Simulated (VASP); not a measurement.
Consider the following.

```yaml
crystal:
  lattice:
    - [0.00000, 3.29608, 3.29608]
    - [3.29608, 0.00000, 3.29608]
    - [3.29608, 3.29608, 0.00000]
  atoms:
    - { symbol: Te, position: [0.00000, 0.00000, 0.00000] }
    - { symbol: Pb, position: [0.50000, 0.50000, 0.50000] }
```

These are PBE GGA, VASP's PBE PAW potentials (set 64) (plane waves; VASP) values and carry that method's errors. Settings: 300 eV cut-off, 9×9×9 Γ-centred mesh, Gaussian smearing of 0.010 eV, potentials Te Pb_d.

Unless said otherwise, spin-orbit coupling is left out, though it shifts the bands of the heavy elements here.

Task: Give the energies of bands 7 to 13 at the high-symmetry points, in eV from the valence-band maximum.

Result: 
| band | Γ | X | U | L | W |
|---|---|---|---|---|---|
| 7 | -5.74 | -7.20 | -7.76 | -8.29 | -7.78 |
| 8 | -1.12 | -4.03 | -3.67 | -0.70 | -3.37 |
| 9 | -1.12 | -2.46 | -1.99 | -0.70 | -3.37 |
| 10 | -1.12 | -2.46 | -1.84 | 0.00 | -0.26 |
| 11 | 4.01 | 3.56 | 3.53 | 0.85 | 1.74 |
| 12 | 4.01 | 5.27 | 3.71 | 1.42 | 5.20 |
| 13 | 4.01 | 5.27 | 5.23 | 1.42 | 5.20 |

The gap is direct, 0.85 eV, from the valence maximum at L to the conduction minimum at L.

The structure comes from a computed database's TePb entry; how it stands against other phases isn't given here. The cell was not relaxed at this level.
